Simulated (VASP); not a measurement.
An input for Ansatz (written as the equivalent of a VASP run, and not itself run):

Ansatz 0.2 input:
```yaml
crystal:
  lattice:
    - [3.9539975, 0.0000000, 0.0000000]
    - [0.0000000, 3.9539975, 0.0000000]
    - [0.0000000, 0.0000000, 3.9539975]
  atoms:
    - { symbol: La, position: [0.0000000, 0.0000000, 0.0000000] }
    - { symbol: B, position: [0.8018616, 0.5000000, 0.5000000] }
    - { symbol: B, position: [0.5000000, 0.1981384, 0.5000000] }
    - { symbol: B, position: [0.5000000, 0.8018616, 0.5000000] }
    - { symbol: B, position: [0.1981384, 0.5000000, 0.5000000] }
    - { symbol: B, position: [0.5000000, 0.5000000, 0.8018616] }
    - { symbol: B, position: [0.5000000, 0.5000000, 0.1981384] }
kpoints:
  mp_grid: { grid: [8, 8, 8] }
hamiltonian:
  xc: pbesol
  pseudopotentials: { kind: paw }
scf:
  occupations: { method: methfessel_paxton, width: 0.1 }
  max_iter: 100
relax:
  max_steps: 40
  f_tol: 0.02
  cell: { p_target: 45 }
output: { forces: true, stress: true, eigenvalues: true }
```

**Question.** Translate this input to VASP (INCAR, KPOINTS, POSCAR, choice of POTCAR).

**Answer.** Several could match; the one computed here: 
### KPOINTS
```
Automatic mesh
0
gamma
 8 8 8
0 0 0
```

POSCAR:
```
LaB6
1
    3.9539975258     0.0000000000     0.0000000000
    0.0000000000     3.9539975258     0.0000000000
    0.0000000000     0.0000000000     3.9539975258
La B
1 6
Direct
  0.0000000000   0.0000000000   0.0000000000
  0.8018615878   0.5000000000   0.5000000000
  0.5000000000   0.1981384122   0.5000000000
  0.5000000000   0.8018615878   0.5000000000
  0.1981384122   0.5000000000   0.5000000000
  0.5000000000   0.5000000000   0.8018615878
  0.5000000000   0.5000000000   0.1981384122
```

### INCAR
```
# general
SYSTEM  = LaB6
PREC    = Accurate
ENCUT   = 620
LREAL   = F
LASPH   = T

# electronic loop
EDIFF   = 1E-6
NELM    = 100
ALGO    = Normal
LMAXMIX = 6

# smearing
ISMEAR  = 1
SIGMA   = 0.1

# functional
GGA     = PS

# ions
IBRION  = 2
NSW     = 40
ISIF    = 3
EDIFFG  = -0.02
PSTRESS = 450

# output
LWAVE   = F
LCHARG  = F
```

POTCAR, in this order: La B (PBE.64 set). Program: vasp_std.

Limits of the translation: each code has its own PAW files, so the cut-off isn't converted (ENCUT is set for VASP's; basis.ecutwfc is left out, and Ansatz then takes the one that its files recommend); Ansatz stops its SCF on the density residual and VASP on the energy change (EDIFF).

The compound is LaB6 in the cab6 structure. This run relaxes it under an external pressure of 45 GPa. Symmetry was kept, so distortions that lower it aren't found.
